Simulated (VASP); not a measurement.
Na2ZrS2:

```
Na Zr S
1.0
    -2.47618    2.47618    4.04035
     2.47618   -2.47618    4.04035
     2.47618    2.47618   -4.04035
Na Zr S
2 1 2
Direct
  0.35677 0.35677 0.00000
  0.64323 0.64323 0.00000
  0.00000 0.00000 0.00000
  0.75000 0.25000 0.50000
  0.25000 0.75000 0.50000
```

The cell was built by a generator and needn't be a form met in nature.

```yaml
Program: VASP 6.6.1
Task: relaxation of cell and atoms
Functional: PBE
Potentials_or_basis: VASP PAW PBE potentials, release 64 (Na_pv, Zr_sv, S)
Cutoff: 600 eV
k_mesh: 6 × 6 × 6
Occupations: fermi-dirac, width 0.05 eV
Spin: no spin polarisation
Hubbard_terms: Zr d U = 3 eV
```

At the start: pressure -0.5 GPa; volume 19.82 Å³/atom.

Question: How do energy, volume and symmetry change on relaxing?

Answer: Over 7 steps the energy falls by 7.3 meV/atom and the volume is 19.69 Å³/atom (-0.6 %); space group I4/mmm (No. 139, to 0.05 Å).

The path:
```tsv
step	energy change (eV)	largest force (eV/Å)	pressure (GPa)	volume (Å³)
1	0.0000	0.1488	-0.46	99.09
2	-0.0341	0.1159	0.16	98.25
3	-0.0348	0.1120	0.27	98.12
4	-0.0361	0.0488	-0.03	98.57
5	-0.0361	0.0300	-0.12	98.71
6	-0.0363	0.0141	-0.04	98.54
7	-0.0364	0.0050	-0.02	98.45
```

Final structure:
```
CELL_PARAMETERS angstrom
-2.44339 2.44339 4.12264
2.44339 -2.44339 4.12264
2.44339 2.44339 -4.12264
ATOMIC_POSITIONS crystal
Na 0.35917 0.35917 0.00000
Na 0.64083 0.64083 0.00000
Zr 0.00000 0.00000 0.00000
S 0.75000 0.25000 0.50000
S 0.25000 0.75000 0.50000
```

Caveat: U without spin polarisation on a metal has little footing.
